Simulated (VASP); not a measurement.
Here is the system:

```
CELL_PARAMETERS angstrom
      2.72491     0.00000     0.00000
      0.00000     2.72491     0.00000
      0.00000     0.00000     2.72491
ATOMIC_POSITIONS crystal
  Li 0.00000 0.00000 0.00000
```

All values below come from PBEsol GGA, VASP's PBE PAW potentials (set 64) (plane waves; VASP 6.6.1). Run with 520 eV cut-off, 15×15×15 Γ-centred mesh, tetrahedra with Blöchl corrections, potentials Li_sv.

### Question
The job: Li (relaxed from the simple-cubic structure, space group Pm-3m), 1 atom, PBEsol, static run, 520 eV, 15×15×15 Γ-centred mesh. Roughly how much core time does it take on a busy server core?

### Answer
About 4 core-seconds (one run on a shared machine, a rough figure). It had 120 irreducible k-points, 5 bands, up to 554 plane waves and 10 electronic steps.

The structure was generated: Li was put into the simple-cubic type (Pm-3m), which need not be its known phase. It was relaxed first, which changed the volume by -15 %.
